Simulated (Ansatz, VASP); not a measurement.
# Ca2C: VASP beside Ansatz, part 2 of 2

Wanted: the spread between two codes on one cell, functional and k mesh. The cell is generated by rule, not measured, and may not be a known phase. The cell is taken from a series of runs on this material, whose earlier steps may have relaxed, scaled, displaced or heated it; both programs get it as it stands.

VASP 6.6.1 and Ansatz 0.2.0.

So far: The structure; VASP: relaxation of cell and atoms, PBEsol, pair 1.

### Step 3. Ansatz: relaxation of cell and atoms, PBEsol, pair 1

Level of this step: Ansatz beside VASP: Kohn-Sham DFT, plane waves, PBEsol (Ansatz).

Ansatz runs on its default PAW (the set named soft_2) files.

The same cell, functional, mesh and smearing now go to Ansatz, which takes its cutoff from its data sets.

File input.yaml:

```yaml
crystal:
  lattice:
    - [5.4921644401, 0.0, 0.0]
    - [0.0, 5.4921644401, 0.0]
    - [0.0, 0.0, 5.4921644401]
  atoms:
    - { symbol: C, position: [0.0, 0.0, 0.0] }
    - { symbol: C, position: [0.5, 0.5, 0.5] }
    - { symbol: Ca, position: [0.25, 0.25, 0.25] }
    - { symbol: Ca, position: [0.75, 0.75, 0.25] }
    - { symbol: Ca, position: [0.75, 0.25, 0.75] }
    - { symbol: Ca, position: [0.25, 0.75, 0.75] }
kpoints:
  mp_grid: { grid: [6, 6, 6] }
hamiltonian:
  xc: pbesol
scf:
  occupations: { method: methfessel_paxton, width: 0.15 }
output:
  forces: true
  stress: true
  eigenvalues: true
relax:
  adjacent_minimum: "off"
  f_tol: 0.001
  max_steps: 60
  cell: { stress_tol: 0.01 }
```

Started as:

```console
> ansatz run input.yaml --threads 8 --pin off --max-ram 14336MiB --backend cpu --events-out ev --progress --plain --runs-dir out
```

Numbers of over 12 decimals in the logs are rounded to 6 here.

The log of the run:

```text
Engine: ansatz 0.2.0, aarch64-unknown-linux-gnu
Pseudopotentials: kind: paw
Pseudopotential: C, paw, valence charge 4, recommended cutoff 420 eV (normal), C.paw.azcp
Pseudopotential: Ca, paw, valence charge 10, recommended cutoff 420 eV (normal), Ca.paw.azcp
Functional definition: PBEsol
  exchange = pbesol_x
  correlation = pbesol_c
Crystal: 6 atoms, lattice volume = 165.665 Å³
Basis set: ecut = 420 eV, 3239 PW (Γ), exchange–correlation on 80×80×80 points (8 copies of the dense FFT grid, shifted against one another)
Bands: 30, of which v1, the nominal top of the filled ones, is band 24 counted from 1 (23 counted from 0)
Symmetry: 48 space group operations
Space group: Pn-3m (ITA 224), of the structure as read, at distance tolerance 5.5e-5 Å
k-points: 20 of 216
Non-local potential: C, projectors of the file, l = 0: 2, l = 1: 2, l = 2: 1
Non-local potential: Ca, projectors of the file, l = 0: 3, l = 1: 2, l = 2: 2
PAW form: soft (Blöchl's): semilocal exchange-correlation on the pseudo side does not see the compensation charge
PAW frozen core: C, regenerated for the run's functional, and the local potential with it (the file was generated under x = pbe(κ = 0.804, μ = 0.219515), c = pbe(β = 0.066725))
PAW frozen core: Ca, regenerated for the run's functional, and the local potential with it (the file was generated under x = pbe(κ = 0.804, μ = 0.219515), c = pbe(β = 0.066725))
PAW one-centre angular grid: C, 110 points (default); XC on 64 Gauss nodes
PAW one-centre angular grid: Ca, 110 points (default); XC on 64 Gauss nodes
Initial density: superposition of atomic densities (neutral atoms: chi_scale 0, normalization atom), corrected by the library's trained network
Initial wavefunctions: pseudopotential atomic-orbital guess
Functional: x = pbesol(κ = 0.804, μ = 0.123457), c = pbesol(β = 0.046)
SCF iter   1: F=—  HF=-7664.081236 eV  |F-HF|=—  |Δ(HF+E_count)|=         —  Δρ=3.83e-3  dr2=2.93e-2  ethr=1.77e-3  ⟨swp⟩=8.3  Hψ=2851  notcnv=0
preconditioner: auto → Kerker (q_TF=auto, 2.219 Å⁻¹)  [metal: Δε(μ)=0.035 eV  Ē_g=4.262 eV  σ=0.150 eV  W_gap=0.19  n_scr=26 (ndim 8)  ℏωp=11.5 eV  f_vac=0.000  D(μ)=5.26/eV (n_scr^D=32)]
SCF iter   2: F=—  HF=-7664.076976 eV  |F-HF|=—  |Δ(HF+E_count)|=   4.26e-3  S|Δr|=    0.00e0  Δρ=1.97e-3  dr2=7.47e-3  ethr=6.10e-5  ⟨swp⟩=2.0  Hψ=825  notcnv=0
SCF iter   3: F=—  HF=-7664.075364 eV  |F-HF|=—  |Δ(HF+E_count)|=   1.61e-3  S|Δr|=    0.00e0  Δρ=4.07e-4  dr2=4.36e-4  ethr=1.56e-5  ⟨swp⟩=3.0  Hψ=1080  notcnv=0
SCF iter   4: F=—  HF=-7664.075294 eV  |F-HF|=—  |Δ(HF+E_count)|=   7.00e-5  S|Δr|=    0.00e0  Δρ=1.19e-4  dr2=3.34e-5  ethr=9.08e-7  ⟨swp⟩=2.0  Hψ=712  notcnv=0
SCF iter   5: F=—  HF=-7664.075313 eV  |F-HF|=—  |Δ(HF+E_count)|=   1.86e-5  S|Δr|=    0.00e0  Δρ=4.03e-5  dr2=3.77e-6  ethr=6.96e-8  ⟨swp⟩=2.0  Hψ=751  notcnv=0
SCF iter   6: F=—  HF=-7664.075313 eV  |F-HF|=—  |Δ(HF+E_count)|=   6.55e-7  S|Δr|=    0.00e0  Δρ=1.33e-5  dr2=4.98e-7  ethr=7.85e-9  ⟨swp⟩=1.2  Hψ=601  notcnv=0
SCF iter   7: F=-7664.075313 eV  HF=-7664.075313 eV  |F-HF|=2.44e-9  |Δ(HF+E_count)|=   4.77e-8  S|Δr|=    0.00e0  Δρ=2.68e-6  dr2=1.55e-8  ethr=2.08e-10  ⟨swp⟩=6.8  Hψ=2605  notcnv=0
SCF 1 converged in 7 iterations: F = -7664.075313 eV  dr2 = 1.55e-8
  greatest PAW one-centre occupation: 0.996 electrons in one spin orbital (limit 2), on the Ca atom at site 5 (counted from 0), in its partial waves of l = 0
relax step   1: F+E_penalty+E_count = -7664.07531347 eV  Δ(F+E_penalty+E_count) = +0.000e0 eV  max|allowed force component| = 5.782e-19 eV/Å  Δτ_max = 0.0000 Å  P = +0.002 GPa  Ω = 165.665 Å³  (7 SCF iters, dr2 threshold 1.00e-7 eV, accepted)
Initial density: handed on by an earlier stage of this run
Initial wavefunctions: pseudopotential atomic-orbital guess (no wavefunctions were taken with the density)
iter 1 solved again at ethr=1.86e-7 eV; its pass at ethr=3.10e-3 eV (dr2=8.94e-5 eV) is discarded
SCF iter   1: F=—  HF=-7664.075296 eV  |F-HF|=—  |Δ(HF+E_count)|=         —  Δρ=2.78e-6  dr2=1.65e-8  ethr=1.86e-7  ⟨swp⟩=3.1  Hψ=4388  notcnv=0
eigensolver tolerance schedule: the retry pair's looser diagonalisation over-reported the residual by 5417.60 of it (diagonalisation noise at 0.48 of the residual, at the tolerance the schedule requests for it); recorded, not acted on — ethr = c·dr2/N_el stays at c = 1.0e-1
preconditioner: auto → Kerker (q_TF=auto, 2.219 Å⁻¹)  [metal: Δε(μ)=0.039 eV  Ē_g=4.270 eV  σ=0.150 eV  W_gap=0.22  n_scr=26 (ndim 8)  ℏωp=11.5 eV  f_vac=0.000  D(μ)=5.23/eV (n_scr^D=32)]
SCF iter   2: F=—  HF=-7664.075313 eV  |F-HF|=—  |Δ(HF+E_count)|=   1.77e-5  S|Δr|=    0.00e0  Δρ=1.98e-6  dr2=8.04e-9  ethr=3.44e-11  ⟨swp⟩=3.0  Hψ=1225  notcnv=0
SCF iter   3: F=—  HF=-7664.075313 eV  |F-HF|=—  |Δ(HF+E_count)|=   2.12e-9  S|Δr|=    0.00e0  Δρ=8.89e-7  dr2=1.81e-9  ethr=1.68e-11  ⟨swp⟩=2.7  Hψ=922  notcnv=0
SCF iter   4: F=—  HF=-7664.075313 eV  |F-HF|=—  |Δ(HF+E_count)|=  2.17e-10  S|Δr|=    0.00e0  Δρ=5.87e-7  dr2=4.55e-10  ethr=3.76e-12  ⟨swp⟩=1.0  Hψ=600  notcnv=0
SCF iter   5: F=—  HF=-7664.075313 eV  |F-HF|=—  |Δ(HF+E_count)|=  1.24e-10  S|Δr|=    0.00e0  Δρ=1.99e-7  dr2=4.24e-11  ethr=1.00e-12  ⟨swp⟩=2.4  Hψ=1082  notcnv=0
SCF iter   6: F=-7664.075313 eV  HF=-7664.075313 eV  |F-HF|=9.09e-13  |Δ(HF+E_count)|=  4.55e-12  S|Δr|=    0.00e0  Δρ=2.30e-8  dr2=9.74e-13  ethr=1.00e-12  ⟨swp⟩=4.4  Hψ=2745  notcnv=0
SCF 2 converged in 6 iterations: F = -7664.075313 eV  dr2 = 9.74e-13
relax step   2: F+E_penalty+E_count = -7664.07531347 eV  Δ(F+E_penalty+E_count) = -1.792e-9 eV  max|allowed force component| = 1.156e-18 eV/Å  Δτ_max = 0.0000 Å  P = +0.002 GPa  Ω = 165.665 Å³  stress off target by 1.83e-3 GPa  SCF on the basis re-selected at this cell (its energy is not comparable with the rows above)  (6 SCF iters)
basis re-selected at this cell: Δ(F+E_penalty+E_count) = -1.792e-9 eV, ΔP = +0.000 GPa vs the last step (what re-selecting the basis moved, of the pressure what is left beyond the Pulay correction that the steps carried, after the strain that the cell walked since its last selection, with what the two solves' SCF thresholds leave and, on support functions, any second-order correction that the steps lacked; it is no m [...]
SCF converged after 6 iterations
Stability not checked: this state was not tested for a lower state beside it, because cold or Methfessel-Paxton smearing, or corrected tetrahedra, fill the levels in a way that the test cannot read (fill_not_monotonic; see scf.lower_state_search)
Free energy (F): -7664.075313 eV
Harris-Foulkes:  -7664.075313 eV  (|F-HF|=9.09e-13)
Internal energy: -7664.067025 eV  (E = F + TS)
E sigma→0 (E₀):  -7664.073241 eV
Entropy (-TS):   -0.008288 eV (-1.381 meV/atom)
Fermi energy:    5.326633 eV
--- Per-component energies (eV) ---
  E_band       = -635.462711
  E_kinetic    = 1275.573750
  E_local      = -3558.274069  (includes V_loc(G=0)·N_el)
  E_nonlocal   = 314.268418
  E_hartree    = 1197.914252
  E_xc         = -633.186593
  E_vxc        = -792.613964  (∫ρ·V_xc dr)
  E_paw        = -3535.844493  (= ΣΔE_a)
  E_vpaw       = -270.245367  (= ΣTr[D̂ρ^β])
  E_aug_tail   = -0.000014  (compensation charges beyond the density's cutoff)
  E_ewald      = -2725.035655
  E_core_change = 0.517378  (= ΣΔE_core)
  E_smearing   = -0.008288  (= −TS)
  E_closure    = 0.000000  (closes the sum)
  Σ components = -7664.075313   (vs F -7664.075313, Δ=0.00e0)
--- Forces (eV/Å), atoms counted from 1 ---
  atom   1  C     -0.00000000     0.00000000    -0.00000000
  atom   2  C      0.00000000     0.00000000    -0.00000000
  atom   3  Ca    -0.00000000     0.00000000     0.00000000
  atom   4  Ca    -0.00000000     0.00000000    -0.00000000
  atom   5  Ca    -0.00000000     0.00000000     0.00000000
  atom   6  Ca    -0.00000000     0.00000000    -0.00000000
  max |Σ_I F_I| component: 2.31e-18 eV/Å
--- Stress (GPa, compression-positive) ---
        0.001832      -0.000000       0.000000
       -0.000000       0.001832       0.000000
        0.000000       0.000000       0.001832
  P = ⅓ Tr σ = 0.0018 GPa (0.018 kbar)
--- Band table (eV; the first three rows and the last of 20) ---
  k-point 0: bands = [... 20 lower, 3.4172, 3.4175, 5.7428, 5.7428, 5.7428, 6.5342, 6.5342, 6.8359, ... 2 higher]
  k-point 1: bands = [... 20 lower, 3.5345, 3.5345, 5.4749, 5.4749, 5.5667, 6.5190, 6.5390, 6.7973, ... 2 higher]
  k-point 2: bands = [... 20 lower, 3.8674, 3.8674, 4.9360, 4.9360, 5.4437, 6.0289, 6.5625, 6.7082, ... 2 higher]
  k-point 19: bands = [... 20 lower, 3.5242, 4.3323, 4.3323, 4.3323, 5.9638, 5.9638, 5.9638, 8.3591, ... 2 higher]
--- Relaxed structure (1 steps of the walk, 1 accepted, 1 SCFs on fresh bases) ---
  F+E_penalty+E_count = -7664.07531347 eV   max|allowed force component| = 1.156e-18 eV/Å   (the final SCF, on the basis selected at the relaxed cell)
  cell:  # Å, volume = 165.6649 Å³
    - [5.4921644401, 0.0, 0.0]
    - [0.0, 5.4921644401, 0.0]
    - [0.0, 0.0, 5.4921644401]
  atoms:
    - { symbol: C, position: [0.0, 0.0, 0.0] }
    - { symbol: C, position: [0.5, 0.5, 0.5] }
    - { symbol: Ca, position: [0.25, 0.25, 0.25] }
    - { symbol: Ca, position: [0.750000, 0.750000, 0.25] }
    - { symbol: Ca, position: [0.750000, 0.25, 0.750000] }
    - { symbol: Ca, position: [0.25, 0.750000, 0.750000] }
```

### Step 4. Differences

Known differences besides the potentials themselves: the cutoff is 420 eV in Ansatz and 600 eV in VASP; Ansatz makes its cores anew for this functional, VASP keeps those of its PBE data sets; Ansatz adds a Pulay correction to the stress that steers its cell, VASP none. Total energies have different zeros and are not compared.

Compared:

| quantity | Ansatz | VASP | difference |
| --- | --- | --- | --- |
| volume (Å³) | 165.66 | 166.30 | -0.38 % |
| edge a after relaxation, in the typed setting (Å) | 5.492 | 5.499 | -0.13 % |

### Step 5. Ansatz: relaxation of cell and atoms, PBEsol, pair 2

The relaxed volume is the usual yardstick between codes: in a stiff, nearly cubic crystal its relative difference is about their pressure difference at one cell divided by the bulk modulus. Its start cell is another than that of the pair before, and may be another structure of the material.

The cell is taken from a series of runs on this material, whose earlier steps may have relaxed, scaled, displaced or heated it; both programs get it as it stands.

input.yaml, the sections that differ from step 3:

```yaml
crystal:
  lattice:
    - [3.5949516254, 2.0755462887, 3.0705478012]
    - [-3.5949516254, 2.0755462887, 3.0705478012]
    - [0.0, -4.1510925774, 3.0705478012]
  atoms:
    - { symbol: C, position: [0.9712512261, 0.9712512261, 0.9712512261] }
    - { symbol: C, position: [0.3606879705, 0.3606879705, 0.3606879705] }
    - { symbol: Ca, position: [0.2828552191, 0.8298980715, 0.2828552191] }
    - { symbol: Ca, position: [0.7253365806, 0.7253365806, 0.7253365806] }
    - { symbol: Ca, position: [0.8298980715, 0.2828552191, 0.2828552191] }
    - { symbol: Ca, position: [0.2828552191, 0.2828552191, 0.8298980715] }
# kpoints, hamiltonian, scf, output, relax: as in step 3
```

The log of the run:

```text
[...]
Crystal: 6 atoms, lattice volume = 137.465 Å³
Basis set: ecut = 420 eV, 2693 PW (Γ), exchange–correlation on 72×72×72 points (8 copies of the dense FFT grid, shifted against one another)
Bands: 30, of which v1, the nominal top of the filled ones, is band 24 counted from 1 (23 counted from 0)
Symmetry: 6 space group operations
[...]
k-points: 32 of 216 (time reversal used)
[...]
- [3.595106, 2.075636, 3.070596]
    - [-3.595106, 2.075636, 3.070596]
    - [0.0, -4.151271, 3.070596]
  atoms:
    - { symbol: C, position: [0.971298, 0.971298, 0.971298] }
    - { symbol: C, position: [0.360622, 0.360622, 0.360622] }
    - { symbol: Ca, position: [0.282866, 0.829840, 0.282866] }
    - { symbol: Ca, position: [0.725392, 0.725392, 0.725392] }
    - { symbol: Ca, position: [0.829840, 0.282866, 0.282866] }
    - { symbol: Ca, position: [0.282866, 0.282866, 0.829840] }
[key lines of the parts left out:]
SCF converged after 5 iterations
Free energy (F): -7665.005456 eV
Fermi energy:    6.639619 eV
P = ⅓ Tr σ = -0.0003 GPa (-0.003 kbar)
```

### Step 6. VASP: relaxation of cell and atoms, PBEsol, pair 2

The same cell, functional, mesh and smearing now go to VASP, with its own data sets.

File INCAR:

```
SYSTEM = Ca2C
PREC = Accurate
ENCUT = 600
EDIFF = 1E-07
NELM = 120
ISMEAR = 1
SIGMA = 0.15
LREAL = .FALSE.
ALGO = Normal
GGA = PS
NBANDS = 30
LORBIT = 11
LWAVE = .FALSE.
LCHARG = .FALSE.
ISIF = 3
IBRION = 2
NSW = 80
EDIFFG = -0.005
LASPH = .TRUE.
GGA_COMPAT = .FALSE.
NELMIN = 4
KPAR = 2
```

File POSCAR:

```
Ca2C
1.0
    3.5949520000      2.0755460000      3.0705480000
   -3.5949520000      2.0755460000      3.0705480000
    0.0000000000     -4.1510930000      3.0705480000
C Ca
2 4
Direct
    0.9712512466      0.9712512466      0.9712510126
    0.3606879800      0.3606879800      0.3606878931
    0.2828552541      0.8298981632      0.2828551190
    0.7253365997      0.7253365997      0.7253364250
    0.8298981632      0.2828552541      0.2828551190
    0.2828552310      0.2828552310      0.8298980742
```

File KPOINTS:

```
Automatic mesh
0
Gamma
6 6 6
0 0 0
```

PAW data sets: C and Ca_sv (PBE family, release 64).

Started as:

```console
> mpirun -np 2 vasp_std
```

The log of the run:

```text
[banner, memory and clock lines left out]
running    2 mpi-ranks, on    1 nodes
[...]
[... a notice as in an earlier step ...]

 LDA part: xc-table for (Slater+PW92), standard interpolation
 POSCAR, INCAR and KPOINTS ok, starting setup
[...]
entering main loop
       N       E                     dE             d eps       ncg     rms          rms(c)
DAV:   1     0.497728383829E+03    0.49773E+03   -0.24926E+04  1920   0.168E+03
DAV:   2     0.153108321244E+02   -0.48242E+03   -0.47215E+03  1980   0.474E+02
DAV:   3    -0.283733467719E+02   -0.43684E+02   -0.42524E+02  3098   0.103E+02
DAV:   4    -0.314146404524E+02   -0.30413E+01   -0.30244E+01  2890   0.261E+01
[...]
DAV:  14    -0.244982323108E+02    0.19948E-05   -0.42616E-05  2756   0.343E-02    0.344E-03
DAV:  15    -0.244982322523E+02    0.58581E-07   -0.41076E-06  2696   0.114E-02    0.140E-03
DAV:  16    -0.244982322834E+02   -0.31101E-07   -0.21890E-07  1794   0.282E-03
   1 F= -.24498232E+02 E0= -.24498519E+02  d E =-.244982E+02
[... from here on, the cycles between the ionic steps are left out ...]
   2 F= -.24498542E+02 E0= -.24498865E+02  d E =-.309885E-03
   3 F= -.24498544E+02 E0= -.24498864E+02  d E =-.311617E-03
   4 F= -.24498549E+02 E0= -.24498863E+02  d E =-.536305E-05
 trial-energy change:   -0.000005  1 .order   -0.000005   -0.000008   -0.000002
 step:   1.1466(harm=  1.2163)  dis= 0.00032  next Energy=   -24.498549 (dE=-0.549E-05)
 reached required accuracy - stopping structural energy minimisation
```

Parts of OUTCAR (step 6):

```text
  Total       -0.0023431     -0.0023431     -0.0007189      0.0000000      0.0000000     -0.0000000
  in kB       -0.0272156     -0.0272156     -0.0083506      0.0000000      0.0000000     -0.0000000
  external PRESSURE =      -0.0209272 kB  Pullay stress =       0.0000000 kB

 POSITION                                       TOTAL-FORCE (eV/Angst)
 -----------------------------------------------------------------------------------
      0.00000     -0.00000      8.95858         0.000000     -0.000000      0.000486
      0.00000     -0.00000      3.32634        -0.000000      0.000000     -0.004940
     -1.96823      1.13636      4.29205        -0.000493      0.000285      0.001117
      0.00000     -0.00000      6.68974        -0.000000     -0.000000      0.001103
      1.96823      1.13636      4.29205         0.000493      0.000285      0.001117
      0.00000     -2.27272      4.29205         0.000000     -0.000569      0.001117
 -----------------------------------------------------------------------------------
    total drift:                               -0.000000     -0.002315      0.000428

  FREE ENERGIE OF THE ION-ELECTRON SYSTEM (eV)
  ---------------------------------------------------
  free  energy   TOTEN  =       -24.4985492639 eV

  energy  without entropy=      -24.4994905548  energy(sigma->0) =      -24.49886303

[... 1 part as in an earlier step ...]

[... 3 further parts left out ...]
[key lines of the parts left out:]
E-fermi :   2.6689
```

The run keeps the 6 symmetry operations of its start, so it cannot find a distortion of lower symmetry.

### Step 7. Side by side

Both answers:

| quantity | Ansatz | VASP | difference |
| --- | --- | --- | --- |
| volume (Å³) | 137.48 | 137.94 | -0.33 % |
| edge a after relaxation, in the typed setting (Å) | 5.163 | 5.169 | -0.11 % |

### Step 8. Outcome

- difference in volume (relaxation of cell and atoms, PBEsol, pair 1): -0.38 %
- difference in volume (relaxation of cell and atoms, PBEsol, pair 2): -0.33 %

The difference in volume is -0.38 % (relaxation of cell and atoms, PBEsol, pair 1), within the 1.2 % picked in this series as the mark of a large difference, as far as the stopping tolerances let one tell. 2 further runs of this series are not shown here. Such differences can come from data sets, numerical settings and the points named under the comparisons, not from the functional's error against experiment.

[Lines on the potential files, build, host, timing and source positions are cut from VASP's logs without a mark.]

[Logs are printed without paths, hosts, clocks, repeated set-up lines and the standing remarks that a program may print on its own settings, such as how far it seeks lower states.]

[Hosts, paths, dates, database ids (printed as entryN), source tags and the programs' standing remarks are cut or masked in the printed files.]
